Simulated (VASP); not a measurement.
Here is the system:

```
CELL_PARAMETERS angstrom
      1.55071    -2.68591     0.00000
      1.55071     2.68591     0.00000
      0.00000     0.00000     5.09204
ATOMIC_POSITIONS crystal
  Si 0.66667 0.33333 0.49957
  Si 0.33333 0.66667 0.99957
  C  0.66667 0.33333 0.87543
  C  0.33333 0.66667 0.37543
```

These are revPBE GGA, VASP's PBE PAW potentials (set 64) (plane waves; VASP 6.6.1) values and carry that method's errors. Run with 520 eV cut-off, 7×7×4 Γ-centred mesh, Gaussian smearing of 0.050 eV, potentials Si C.

Q: What does the run give for the energy per atom (σ→0)?

A: 
```
Property                       Result
---------------------  --------------
energy per atom (σ→0)  -7.222 eV/atom
```

The absolute energy has meaning only against runs of the same code, potentials and settings.

The compound is SiC in the wurtzite structure, the rare 2H polytype. It was relaxed first. The start is the result of an earlier pass.
